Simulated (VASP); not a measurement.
Mo: elastic constants with RPBE

The system is Mo.

```
CELL_PARAMETERS angstrom
-1.58381 1.58381 1.58381
1.58381 -1.58381 1.58381
1.58381 1.58381 -1.58381
ATOMIC_POSITIONS crystal
Mo 0.00000 0.00000 0.00000
```

```
Program                   : VASP 6.6.1
Task                      : elastic constants
Functional                : RPBE
Potentials or basis       : VASP PAW PBE potentials, release 64 (Mo_sv)
Cutoff                    : 600 eV
k mesh                    : 18 × 18 × 18
Occupations               : gaussian, width 0.1 eV
Spin                      : no spin polarisation
Ions in elastic constants : relaxed
Further INCAR settings    : ALGO = Fast; EDIFF = 1e-08; IBRION = 6; POTIM = 0.015; NSW = 1; ISIF = 3
```

| Property | Result |
| --- | --- |
| Relaxed volume | 16.02 Å³/atom |
| Relaxed cell | a = 2.751 Å, b = 2.751 Å, c = 2.751 Å, α = 109.47°, β = 109.47°, γ = 109.47° |
| Space group after relaxing (to 0.05 Å) | Im-3m (No. 229) |
| Elastic constants C11, C12, C44 | 452, 148, 104 GPa |
| Voigt bulk modulus | 249 GPa |

Step by step:
| step | energy change (eV) | largest force (eV/Å) | pressure (GPa) | volume (Å³) |
| --- | --- | --- | --- | --- |
| 1 | 0.0000 | 0.0000 | 2.06 | 15.89 |
| 2 | 0.0047 | 0.0000 | -5.14 | 16.37 |
| 3 | -0.0008 | 0.0000 | -0.04 | 16.02 |
| 4 | -0.0008 | 0.0000 | 0.01 | 16.02 |

Final structure:
```xyz
1
Lattice="-1.5881 1.5881 1.5881 1.5881 -1.5881 1.5881 1.5881 1.5881 -1.5881" Properties=species:S:1:pos:R:3 pbc="T T T"
Mo    0.0000    0.0000    0.0000
```

Elastic tensor in Voigt notation (GPa, in the Cartesian axes of the cell as first typed):
```
452 148 148   0   0   0
148 452 148   0   0   0
148 148 452   0   0   0
  0   0   0 104   0   0
  0   0   0   0 104   0
  0   0   0   0   0 104
```

Clamped-ion elastic tensor (GPa):
```
452 148 148   0   0   0
148 452 148   0   0   0
148 148 452   0   0   0
  0   0   0 104   0   0
  0   0   0   0 104   0
  0   0   0   0   0 104
```

Wall time 17 min on 1 thread of Intel(R) Xeon(R) Platinum 8488C (Sapphire Rapids), on a shared host, peak memory 0.68 GiB.

Caveat: the PAW data sets were made with another functional, which shifts forces and pressure a little.
